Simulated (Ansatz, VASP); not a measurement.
**Cross-check of Sn between VASP and Ansatz**

Wanted: the spread between two codes on one cell, functional and k mesh. The cell is taken from a series of runs on this material, whose earlier steps may have relaxed, scaled, displaced or heated it; both programs get it as it stands.

Main program and level: Ansatz 0.2.0; plane waves, with VASP 6.6.1 beside it; zone-centre phonons at LDA.

### 1. The structure

It takes space group I4_1/amd (No. 141, tetragonal). The conventional cell has a = 4.439 Å, b = 4.439 Å, c = 6.667 Å, α = 90.00°, β = 90.00°, γ = 90.00°. Sn has 4 Sn at 2.77 to 2.78 Å nearest. That group holds within 0.01 Å; judged at 0.001 Å it is C2/m (No. 12).

As a file:

```
Sn
1.0
     0.00000    3.13898    3.33347
     3.13898    0.00000    3.33347
     3.13898    3.13898    0.00000
Sn
2
Direct
  0.50002 0.50002 0.49985
  0.74998 0.74998 0.75015
```

### 2. VASP: zone-centre phonons, LDA

Second derivatives magnify differences that forces hide, and they need a tight electronic threshold.

Lines of VASP's logs that name or quote its potential files are left out, and so is its time.

Contents of INCAR:

```
SYSTEM = Sn
PREC = Accurate
ENCUT = 500
EDIFF = 1E-08
NELM = 120
ISMEAR = 0
SIGMA = 0.015
LREAL = .FALSE.
ALGO = Normal
GGA = CA
NBANDS = 20
LORBIT = 11
LWAVE = .FALSE.
LCHARG = .FALSE.
ISIF = 2
ISYM = 2
IBRION = 8
LASPH = .TRUE.
GGA_COMPAT = .FALSE.
EFERMI = MIDGAP
KPAR = 2
```

Contents of POSCAR:

```
Sn
1.0
    0.0000000000      3.1389802280      3.3334737487
    3.1389802280      0.0000000000      3.3334737487
    3.1389802280      3.1389802280      0.0000000000
Sn
2
Direct
    0.5000152548      0.5000152548      0.4998496794
    0.7499847452      0.7499847452      0.7501503206
```

Contents of KPOINTS:

```
Points of the shifted mesh
1728
Reciprocal
 0.0416666667  0.0416666667  0.0416666667 1
 0.0416666667  0.0416666667  0.1250000000 1
 0.0416666667  0.0416666667  0.2083333333 1
 0.0416666667  0.0416666667  0.2916666667 1
 0.0416666667  0.0416666667  0.3750000000 1
 0.0416666667  0.0416666667  0.4583333333 1
 0.0416666667  0.0416666667  0.5416666667 1
 0.0416666667  0.0416666667  0.6250000000 1
 0.0416666667  0.0416666667  0.7083333333 1
 0.0416666667  0.0416666667  0.7916666667 1
 0.0416666667  0.0416666667  0.8750000000 1
 0.0416666667  0.0416666667  0.9583333333 1
 0.0416666667  0.1250000000  0.0416666667 1
 0.0416666667  0.1250000000  0.1250000000 1
 0.0416666667  0.1250000000  0.2083333333 1
 0.0416666667  0.1250000000  0.2916666667 1
 0.0416666667  0.1250000000  0.3750000000 1
 0.0416666667  0.1250000000  0.4583333333 1
 0.0416666667  0.1250000000  0.5416666667 1
 0.0416666667  0.1250000000  0.6250000000 1
 0.0416666667  0.1250000000  0.7083333333 1
 0.0416666667  0.1250000000  0.7916666667 1
 0.0416666667  0.1250000000  0.8750000000 1
 0.0416666667  0.1250000000  0.9583333333 1
 0.0416666667  0.2083333333  0.0416666667 1
 0.0416666667  0.2083333333  0.1250000000 1
 0.0416666667  0.2083333333  0.2083333333 1
 0.0416666667  0.2083333333  0.2916666667 1
 0.0416666667  0.2083333333  0.3750000000 1
 0.0416666667  0.2083333333  0.4583333333 1
 0.0416666667  0.2083333333  0.5416666667 1
 0.0416666667  0.2083333333  0.6250000000 1
 0.0416666667  0.2083333333  0.7083333333 1
 0.0416666667  0.2083333333  0.7916666667 1
 0.0416666667  0.2083333333  0.8750000000 1
 0.0416666667  0.2083333333  0.9583333333 1
 0.0416666667  0.2916666667  0.0416666667 1
 0.0416666667  0.2916666667  0.1250000000 1
 0.0416666667  0.2916666667  0.2083333333 1
 0.0416666667  0.2916666667  0.2916666667 1
 0.0416666667  0.2916666667  0.3750000000 1
 0.0416666667  0.2916666667  0.4583333333 1
 0.0416666667  0.2916666667  0.5416666667 1
 0.0416666667  0.2916666667  0.6250000000 1
 0.0416666667  0.2916666667  0.7083333333 1
 0.0416666667  0.2916666667  0.7916666667 1
 0.0416666667  0.2916666667  0.8750000000 1
 0.0416666667  0.2916666667  0.9583333333 1
 0.0416666667  0.3750000000  0.0416666667 1
 0.0416666667  0.3750000000  0.1250000000 1
 0.0416666667  0.3750000000  0.2083333333 1
 0.0416666667  0.3750000000  0.2916666667 1
 0.0416666667  0.3750000000  0.3750000000 1
 0.0416666667  0.3750000000  0.4583333333 1
 0.0416666667  0.3750000000  0.5416666667 1
 0.0416666667  0.3750000000  0.6250000000 1
 0.0416666667  0.3750000000  0.7083333333 1
 0.0416666667  0.3750000000  0.7916666667 1
 0.0416666667  0.3750000000  0.8750000000 1
 0.0416666667  0.3750000000  0.9583333333 1
 0.0416666667  0.4583333333  0.0416666667 1
 0.0416666667  0.4583333333  0.1250000000 1
 0.0416666667  0.4583333333  0.2083333333 1
 0.0416666667  0.4583333333  0.2916666667 1
 0.0416666667  0.4583333333  0.3750000000 1
 0.0416666667  0.4583333333  0.4583333333 1
 0.0416666667  0.4583333333  0.5416666667 1
 0.0416666667  0.4583333333  0.6250000000 1
 0.0416666667  0.4583333333  0.7083333333 1
 0.0416666667  0.4583333333  0.7916666667 1
 0.0416666667  0.4583333333  0.8750000000 1
 0.0416666667  0.4583333333  0.9583333333 1
 0.0416666667  0.5416666667  0.0416666667 1
 0.0416666667  0.5416666667  0.1250000000 1
 0.0416666667  0.5416666667  0.2083333333 1
 0.0416666667  0.5416666667  0.2916666667 1
 0.0416666667  0.5416666667  0.3750000000 1
 0.0416666667  0.5416666667  0.4583333333 1
 0.0416666667  0.5416666667  0.5416666667 1
 0.0416666667  0.5416666667  0.6250000000 1
 0.0416666667  0.5416666667  0.7083333333 1
 0.0416666667  0.5416666667  0.7916666667 1
 0.0416666667  0.5416666667  0.8750000000 1
 0.0416666667  0.5416666667  0.9583333333 1
 0.0416666667  0.6250000000  0.0416666667 1
 0.0416666667  0.6250000000  0.1250000000 1
 0.0416666667  0.6250000000  0.2083333333 1
 0.0416666667  0.6250000000  0.2916666667 1
 0.0416666667  0.6250000000  0.3750000000 1
 0.0416666667  0.6250000000  0.4583333333 1
 0.0416666667  0.6250000000  0.5416666667 1
 0.0416666667  0.6250000000  0.6250000000 1
 0.0416666667  0.6250000000  0.7083333333 1
 0.0416666667  0.6250000000  0.7916666667 1
 0.0416666667  0.6250000000  0.8750000000 1
 0.0416666667  0.6250000000  0.9583333333 1
 0.0416666667  0.7083333333  0.0416666667 1
 0.0416666667  0.7083333333  0.1250000000 1
 0.0416666667  0.7083333333  0.2083333333 1
 0.0416666667  0.7083333333  0.2916666667 1
 0.0416666667  0.7083333333  0.3750000000 1
 0.0416666667  0.7083333333  0.4583333333 1
 0.0416666667  0.7083333333  0.5416666667 1
 0.0416666667  0.7083333333  0.6250000000 1
 0.0416666667  0.7083333333  0.7083333333 1
 0.0416666667  0.7083333333  0.7916666667 1
 0.0416666667  0.7083333333  0.8750000000 1
 0.0416666667  0.7083333333  0.9583333333 1
 0.0416666667  0.7916666667  0.0416666667 1
 0.0416666667  0.7916666667  0.1250000000 1
 0.0416666667  0.7916666667  0.2083333333 1
 0.0416666667  0.7916666667  0.2916666667 1
[... 1390 lines left out ...]
 0.8750000000  0.4583333333  0.1250000000 1
 0.8750000000  0.4583333333  0.2083333333 1
 0.8750000000  0.4583333333  0.2916666667 1
 0.8750000000  0.4583333333  0.3750000000 1
 0.8750000000  0.4583333333  0.4583333333 1
 0.8750000000  0.4583333333  0.5416666667 1
 0.8750000000  0.4583333333  0.6250000000 1
 0.8750000000  0.4583333333  0.7083333333 1
 0.8750000000  0.4583333333  0.7916666667 1
 0.8750000000  0.4583333333  0.8750000000 1
 0.8750000000  0.4583333333  0.9583333333 1
 0.8750000000  0.5416666667  0.0416666667 1
 0.8750000000  0.5416666667  0.1250000000 1
 0.8750000000  0.5416666667  0.2083333333 1
 0.8750000000  0.5416666667  0.2916666667 1
 0.8750000000  0.5416666667  0.3750000000 1
 0.8750000000  0.5416666667  0.4583333333 1
 0.8750000000  0.5416666667  0.5416666667 1
 0.8750000000  0.5416666667  0.6250000000 1
 0.8750000000  0.5416666667  0.7083333333 1
 0.8750000000  0.5416666667  0.7916666667 1
 0.8750000000  0.5416666667  0.8750000000 1
 0.8750000000  0.5416666667  0.9583333333 1
 0.8750000000  0.6250000000  0.0416666667 1
 0.8750000000  0.6250000000  0.1250000000 1
 0.8750000000  0.6250000000  0.2083333333 1
 0.8750000000  0.6250000000  0.2916666667 1
 0.8750000000  0.6250000000  0.3750000000 1
 0.8750000000  0.6250000000  0.4583333333 1
 0.8750000000  0.6250000000  0.5416666667 1
 0.8750000000  0.6250000000  0.6250000000 1
 0.8750000000  0.6250000000  0.7083333333 1
 0.8750000000  0.6250000000  0.7916666667 1
 0.8750000000  0.6250000000  0.8750000000 1
 0.8750000000  0.6250000000  0.9583333333 1
 0.8750000000  0.7083333333  0.0416666667 1
 0.8750000000  0.7083333333  0.1250000000 1
 0.8750000000  0.7083333333  0.2083333333 1
 0.8750000000  0.7083333333  0.2916666667 1
 0.8750000000  0.7083333333  0.3750000000 1
 0.8750000000  0.7083333333  0.4583333333 1
 0.8750000000  0.7083333333  0.5416666667 1
 0.8750000000  0.7083333333  0.6250000000 1
 0.8750000000  0.7083333333  0.7083333333 1
 0.8750000000  0.7083333333  0.7916666667 1
 0.8750000000  0.7083333333  0.8750000000 1
 0.8750000000  0.7083333333  0.9583333333 1
 0.8750000000  0.7916666667  0.0416666667 1
 0.8750000000  0.7916666667  0.1250000000 1
 0.8750000000  0.7916666667  0.2083333333 1
 0.8750000000  0.7916666667  0.2916666667 1
 0.8750000000  0.7916666667  0.3750000000 1
 0.8750000000  0.7916666667  0.4583333333 1
 0.8750000000  0.7916666667  0.5416666667 1
 0.8750000000  0.7916666667  0.6250000000 1
 0.8750000000  0.7916666667  0.7083333333 1
 0.8750000000  0.7916666667  0.7916666667 1
 0.8750000000  0.7916666667  0.8750000000 1
 0.8750000000  0.7916666667  0.9583333333 1
 0.8750000000  0.8750000000  0.0416666667 1
 0.8750000000  0.8750000000  0.1250000000 1
 0.8750000000  0.8750000000  0.2083333333 1
 0.8750000000  0.8750000000  0.2916666667 1
 0.8750000000  0.8750000000  0.3750000000 1
 0.8750000000  0.8750000000  0.4583333333 1
 0.8750000000  0.8750000000  0.5416666667 1
 0.8750000000  0.8750000000  0.6250000000 1
 0.8750000000  0.8750000000  0.7083333333 1
 0.8750000000  0.8750000000  0.7916666667 1
 0.8750000000  0.8750000000  0.8750000000 1
 0.8750000000  0.8750000000  0.9583333333 1
 0.8750000000  0.9583333333  0.0416666667 1
 0.8750000000  0.9583333333  0.1250000000 1
 0.8750000000  0.9583333333  0.2083333333 1
 0.8750000000  0.9583333333  0.2916666667 1
 0.8750000000  0.9583333333  0.3750000000 1
 0.8750000000  0.9583333333  0.4583333333 1
 0.8750000000  0.9583333333  0.5416666667 1
 0.8750000000  0.9583333333  0.6250000000 1
 0.8750000000  0.9583333333  0.7083333333 1
 0.8750000000  0.9583333333  0.7916666667 1
 0.8750000000  0.9583333333  0.8750000000 1
 0.8750000000  0.9583333333  0.9583333333 1
 0.9583333333  0.0416666667  0.0416666667 1
 0.9583333333  0.0416666667  0.1250000000 1
 0.9583333333  0.0416666667  0.2083333333 1
 0.9583333333  0.0416666667  0.2916666667 1
 0.9583333333  0.0416666667  0.3750000000 1
 0.9583333333  0.0416666667  0.4583333333 1
 0.9583333333  0.0416666667  0.5416666667 1
 0.9583333333  0.0416666667  0.6250000000 1
 0.9583333333  0.0416666667  0.7083333333 1
 0.9583333333  0.0416666667  0.7916666667 1
 0.9583333333  0.0416666667  0.8750000000 1
 0.9583333333  0.0416666667  0.9583333333 1
 0.9583333333  0.1250000000  0.0416666667 1
 0.9583333333  0.1250000000  0.1250000000 1
 0.9583333333  0.1250000000  0.2083333333 1
 0.9583333333  0.1250000000  0.2916666667 1
 0.9583333333  0.1250000000  0.3750000000 1
 0.9583333333  0.1250000000  0.4583333333 1
 0.9583333333  0.1250000000  0.5416666667 1
 0.9583333333  0.1250000000  0.6250000000 1
 0.9583333333  0.1250000000  0.7083333333 1
 0.9583333333  0.1250000000  0.7916666667 1
 0.9583333333  0.1250000000  0.8750000000 1
 0.9583333333  0.1250000000  0.9583333333 1
 0.9583333333  0.2083333333  0.0416666667 1
 0.9583333333  0.2083333333  0.1250000000 1
 0.9583333333  0.2083333333  0.2083333333 1
 0.9583333333  0.2083333333  0.2916666667 1
 0.9583333333  0.2083333333  0.3750000000 1
 0.9583333333  0.2083333333  0.4583333333 1
 0.9583333333  0.2083333333  0.5416666667 1
 0.9583333333  0.2083333333  0.6250000000 1
 0.9583333333  0.2083333333  0.7083333333 1
 0.9583333333  0.2083333333  0.7916666667 1
 0.9583333333  0.2083333333  0.8750000000 1
 0.9583333333  0.2083333333  0.9583333333 1
 0.9583333333  0.2916666667  0.0416666667 1
 0.9583333333  0.2916666667  0.1250000000 1
 0.9583333333  0.2916666667  0.2083333333 1
 0.9583333333  0.2916666667  0.2916666667 1
 0.9583333333  0.2916666667  0.3750000000 1
 0.9583333333  0.2916666667  0.4583333333 1
 0.9583333333  0.2916666667  0.5416666667 1
 0.9583333333  0.2916666667  0.6250000000 1
 0.9583333333  0.2916666667  0.7083333333 1
 0.9583333333  0.2916666667  0.7916666667 1
 0.9583333333  0.2916666667  0.8750000000 1
 0.9583333333  0.2916666667  0.9583333333 1
 0.9583333333  0.3750000000  0.0416666667 1
 0.9583333333  0.3750000000  0.1250000000 1
 0.9583333333  0.3750000000  0.2083333333 1
 0.9583333333  0.3750000000  0.2916666667 1
 0.9583333333  0.3750000000  0.3750000000 1
 0.9583333333  0.3750000000  0.4583333333 1
 0.9583333333  0.3750000000  0.5416666667 1
 0.9583333333  0.3750000000  0.6250000000 1
 0.9583333333  0.3750000000  0.7083333333 1
 0.9583333333  0.3750000000  0.7916666667 1
 0.9583333333  0.3750000000  0.8750000000 1
 0.9583333333  0.3750000000  0.9583333333 1
 0.9583333333  0.4583333333  0.0416666667 1
 0.9583333333  0.4583333333  0.1250000000 1
 0.9583333333  0.4583333333  0.2083333333 1
 0.9583333333  0.4583333333  0.2916666667 1
 0.9583333333  0.4583333333  0.3750000000 1
 0.9583333333  0.4583333333  0.4583333333 1
 0.9583333333  0.4583333333  0.5416666667 1
 0.9583333333  0.4583333333  0.6250000000 1
 0.9583333333  0.4583333333  0.7083333333 1
 0.9583333333  0.4583333333  0.7916666667 1
 0.9583333333  0.4583333333  0.8750000000 1
 0.9583333333  0.4583333333  0.9583333333 1
 0.9583333333  0.5416666667  0.0416666667 1
 0.9583333333  0.5416666667  0.1250000000 1
 0.9583333333  0.5416666667  0.2083333333 1
 0.9583333333  0.5416666667  0.2916666667 1
 0.9583333333  0.5416666667  0.3750000000 1
 0.9583333333  0.5416666667  0.4583333333 1
 0.9583333333  0.5416666667  0.5416666667 1
 0.9583333333  0.5416666667  0.6250000000 1
 0.9583333333  0.5416666667  0.7083333333 1
 0.9583333333  0.5416666667  0.7916666667 1
 0.9583333333  0.5416666667  0.8750000000 1
 0.9583333333  0.5416666667  0.9583333333 1
 0.9583333333  0.6250000000  0.0416666667 1
 0.9583333333  0.6250000000  0.1250000000 1
 0.9583333333  0.6250000000  0.2083333333 1
 0.9583333333  0.6250000000  0.2916666667 1
 0.9583333333  0.6250000000  0.3750000000 1
 0.9583333333  0.6250000000  0.4583333333 1
 0.9583333333  0.6250000000  0.5416666667 1
 0.9583333333  0.6250000000  0.6250000000 1
 0.9583333333  0.6250000000  0.7083333333 1
 0.9583333333  0.6250000000  0.7916666667 1
 0.9583333333  0.6250000000  0.8750000000 1
 0.9583333333  0.6250000000  0.9583333333 1
 0.9583333333  0.7083333333  0.0416666667 1
 0.9583333333  0.7083333333  0.1250000000 1
 0.9583333333  0.7083333333  0.2083333333 1
 0.9583333333  0.7083333333  0.2916666667 1
 0.9583333333  0.7083333333  0.3750000000 1
 0.9583333333  0.7083333333  0.4583333333 1
 0.9583333333  0.7083333333  0.5416666667 1
 0.9583333333  0.7083333333  0.6250000000 1
 0.9583333333  0.7083333333  0.7083333333 1
 0.9583333333  0.7083333333  0.7916666667 1
 0.9583333333  0.7083333333  0.8750000000 1
 0.9583333333  0.7083333333  0.9583333333 1
 0.9583333333  0.7916666667  0.0416666667 1
 0.9583333333  0.7916666667  0.1250000000 1
 0.9583333333  0.7916666667  0.2083333333 1
 0.9583333333  0.7916666667  0.2916666667 1
 0.9583333333  0.7916666667  0.3750000000 1
 0.9583333333  0.7916666667  0.4583333333 1
 0.9583333333  0.7916666667  0.5416666667 1
 0.9583333333  0.7916666667  0.6250000000 1
 0.9583333333  0.7916666667  0.7083333333 1
 0.9583333333  0.7916666667  0.7916666667 1
 0.9583333333  0.7916666667  0.8750000000 1
 0.9583333333  0.7916666667  0.9583333333 1
 0.9583333333  0.8750000000  0.0416666667 1
 0.9583333333  0.8750000000  0.1250000000 1
 0.9583333333  0.8750000000  0.2083333333 1
 0.9583333333  0.8750000000  0.2916666667 1
 0.9583333333  0.8750000000  0.3750000000 1
 0.9583333333  0.8750000000  0.4583333333 1
 0.9583333333  0.8750000000  0.5416666667 1
 0.9583333333  0.8750000000  0.6250000000 1
 0.9583333333  0.8750000000  0.7083333333 1
 0.9583333333  0.8750000000  0.7916666667 1
 0.9583333333  0.8750000000  0.8750000000 1
 0.9583333333  0.8750000000  0.9583333333 1
 0.9583333333  0.9583333333  0.0416666667 1
 0.9583333333  0.9583333333  0.1250000000 1
 0.9583333333  0.9583333333  0.2083333333 1
 0.9583333333  0.9583333333  0.2916666667 1
 0.9583333333  0.9583333333  0.3750000000 1
 0.9583333333  0.9583333333  0.4583333333 1
 0.9583333333  0.9583333333  0.5416666667 1
 0.9583333333  0.9583333333  0.6250000000 1
 0.9583333333  0.9583333333  0.7083333333 1
 0.9583333333  0.9583333333  0.7916666667 1
 0.9583333333  0.9583333333  0.8750000000 1
 0.9583333333  0.9583333333  0.9583333333 1
```

The projector-augmented-wave data sets are Sn_d (LDA family, release 64).

Run with:

```
> mpirun -np 2 vasp_std
```

Numbers of over 12 decimals in the logs are rounded to 6 here.

What it wrote:

```text
[banner, memory and clock lines left out]
running    2 mpi-ranks, on    1 nodes
 distrk:  each k-point on    1 cores,    2 groups
 distr:  one band on    1 cores,    1 groups

 POSCAR found type information on POSCAR Sn
 POSCAR found :  1 types and       2 ions
 LDA part: xc-table for (Slater(with rela. corr.)+CA(PZ))
 , standard interpolation
 POSCAR, INCAR and KPOINTS ok, starting setup
 FFT: planning ... GRIDC
 FFT: planning ... GRID_SOFT
 FFT: planning ... GRID
 WAVECAR not read
 entering main loop
       N       E                     dE             d eps       ncg     rms          rms(c)
DAV:   1     0.223410612890E+03    0.22341E+03   -0.14804E+04 69604   0.203E+03
DAV:   2     0.148385815215E+02   -0.20857E+03   -0.20474E+03 69364   0.445E+02
DAV:   3    -0.827902941646E+01   -0.23118E+02   -0.22974E+02 79108   0.144E+02
DAV:   4    -0.902817577777E+01   -0.74915E+00   -0.74872E+00 78692   0.293E+01
DAV:   5    -0.905407431603E+01   -0.25899E-01   -0.25898E-01 94196   0.532E+00    0.349E+00
DAV:   6    -0.896014843132E+01    0.93926E-01   -0.45751E-02 86676   0.232E+00    0.196E+00
DAV:   7    -0.891423720740E+01    0.45911E-01   -0.67933E-02 71788   0.233E+00    0.151E-01
DAV:   8    -0.891487957704E+01   -0.64237E-03   -0.58733E-03 80028   0.856E-01    0.562E-02
DAV:   9    -0.891496037210E+01   -0.80795E-04   -0.19259E-04 93436   0.108E-01    0.150E-02
DAV:  10    -0.891495991713E+01    0.45498E-06   -0.14855E-05 93504   0.451E-02    0.441E-03
DAV:  11    -0.891496024120E+01   -0.32407E-06   -0.11610E-06 75480   0.782E-03    0.182E-03
DAV:  12    -0.891496023696E+01    0.42392E-08   -0.55810E-08 84324   0.260E-03
   1 F= -.89149602E+01 E0= -.89149602E+01  d E =-.312500E-09
 Linear response reoptimize wavefunctions to high precision
DAV:   1    -0.891496023778E+01   -0.81627E-09   -0.51340E-09 69176   0.639E-04
DAV:   2    -0.891496023782E+01   -0.45929E-10   -0.39087E-10 45384   0.215E-04
 Linear response DOF=           2
 Linear response progress:
  Degree of freedom:   1/  2
       N       E                     dE             d eps       ncg     rms          rms(c)
RMM:   1    -0.216051542223E+00   -0.21605E+00    0.65714E-01 86650   0.105E+01
RMM:   2    -0.222922994721E+00   -0.68715E-02   -0.20439E-02121006   0.121E+00    0.712E-02
RMM:   3    -0.223092765167E+00   -0.16977E-03   -0.17023E-03126955   0.333E-01    0.332E-02
RMM:   4    -0.223000643501E+00    0.92122E-04   -0.12185E-04126443   0.102E-01    0.107E-02
RMM:   5    -0.222998170614E+00    0.24729E-05   -0.16527E-05130415   0.332E-02    0.400E-03
RMM:   6    -0.223001697281E+00   -0.35267E-05   -0.13776E-06127925   0.963E-03    0.167E-03
RMM:   7    -0.223001989139E+00   -0.29186E-06   -0.21053E-07127716   0.343E-03    0.412E-04
RMM:   8    -0.222999696697E+00    0.22924E-05   -0.38867E-08130995   0.124E-03    0.262E-04
RMM:   9    -0.222998521739E+00    0.11750E-05   -0.18614E-08132156   0.488E-04    0.404E-05
RMM:  10    -0.222998733439E+00   -0.21170E-06    0.18867E-10137214   0.210E-04    0.298E-05
RMM:  11    -0.222998654348E+00    0.79091E-07    0.17356E-08133112   0.112E-04    0.643E-06
RMM:  12    -0.222998658246E+00   -0.38982E-08    0.73298E-09141277   0.675E-05    0.478E-06
 first order change of Fermi-energy   0.67020E+00
 force on displaced ion       1 direction 1 :  -8.408  -0.068  -0.011
 Linear response progress:
  Degree of freedom:   2/  2
       N       E                     dE             d eps       ncg     rms          rms(c)
RMM:   1    -0.216642662966E+00   -0.21664E+00    0.57422E-01 86802   0.102E+01
RMM:   2    -0.223501764808E+00   -0.68591E-02   -0.20523E-02121160   0.121E+00    0.730E-02
RMM:   3    -0.223674008255E+00   -0.17224E-03   -0.17074E-03127200   0.334E-01    0.341E-02
RMM:   4    -0.223586599757E+00    0.87408E-04   -0.12294E-04127252   0.102E-01    0.106E-02
RMM:   5    -0.223586639660E+00   -0.39903E-07   -0.15990E-05130420   0.331E-02    0.387E-03
RMM:   6    -0.223589832551E+00   -0.31929E-05   -0.12942E-06127523   0.974E-03    0.159E-03
RMM:   7    -0.223589963772E+00   -0.13122E-06   -0.21377E-07127586   0.355E-03    0.376E-04
RMM:   8    -0.223587503302E+00    0.24605E-05   -0.42037E-08131321   0.131E-03    0.226E-04
RMM:   9    -0.223586315348E+00    0.11880E-05   -0.72826E-10132061   0.518E-04    0.413E-05
RMM:  10    -0.223586519625E+00   -0.20428E-06    0.12326E-08136604   0.231E-04    0.329E-05
RMM:  11    -0.223586361457E+00    0.15817E-06    0.19895E-08132218   0.124E-04    0.839E-06
RMM:  12    -0.223586349843E+00    0.11615E-07    0.82267E-09141287   0.737E-05    0.528E-06
RMM:  13    -0.223586328239E+00    0.21604E-07    0.22404E-08135454   0.520E-05    0.173E-06
RMM:  14    -0.223586312130E+00    0.16109E-07    0.11527E-08141089   0.416E-05    0.449E-07
RMM:  15    -0.223586305994E+00    0.61359E-08    0.76778E-09120406   0.363E-05    0.219E-07
 first order change of Fermi-energy   0.21954E+01
 force on displaced ion       1 direction 3 :  -0.011  -0.011  -9.021
 Linear response finished
```

[end of part 1 of 2]

[Lines on the potential files, build, host, timing and source positions are cut from VASP's logs without a mark.]

[Logs are printed without paths, hosts, clocks, repeated set-up lines and the standing remarks that a program may print on its own settings, such as how far it seeks lower states.]

[Hosts, paths, dates, database ids (printed as entryN), source tags and the programs' standing remarks are cut or masked in the printed files.]
